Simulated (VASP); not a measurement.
Given:

```
CELL_PARAMETERS angstrom
      0.00000     1.94667     1.94667
      1.94667     0.00000     1.94667
      1.94667     1.94667     0.00000
ATOMIC_POSITIONS crystal
  Ag 0.00000 0.00000 0.00000
```

The numbers are results of PBEsol GGA, VASP's PBE PAW potentials (set 64) (plane waves; VASP), not measurements. Settings: 500 eV cut-off, 16×16×16 Γ-centred mesh, first-order Methfessel-Paxton smearing of 0.10 eV, potentials Ag.

Energy and stress use the plane-wave basis of the starting cell.

**Question.** The ions, cell shape and volume at an external pressure of 30.0 GPa are relaxed. What does this cell relax into?

**Answer.** 
```
CELL_PARAMETERS angstrom
      0.00000     1.92069     1.92069
      1.92069     0.00000     1.92069
      1.92069     1.92069     0.00000
ATOMIC_POSITIONS crystal
  Ag 0.00000 0.00000 0.00000
```
Space group Fm-3m (225), at a tolerance of 0.03 Å.

**Question.** How do energy and volume change from the first to the last step?

**Answer.** The energy (σ→0) changes by +90.1 meV/atom and the volume by -4.0 %, in 4 ionic steps.

```
step  E(σ→0) (eV)  max force (eV/Å)  pressure (GPa)  volume (Å³)
----  -----------  ----------------  --------------  -----------
1         -3.2067             0.000           20.01        14.75
2         -2.7538             0.000           62.69        12.88
3         -3.1196             0.000           29.63        14.19
4         -3.1165             0.000           29.94        14.17
```

The compound is Ag in the fcc structure. This run relaxes it under an external pressure of 30 GPa. Symmetry was kept, so distortions that lower it aren't found.
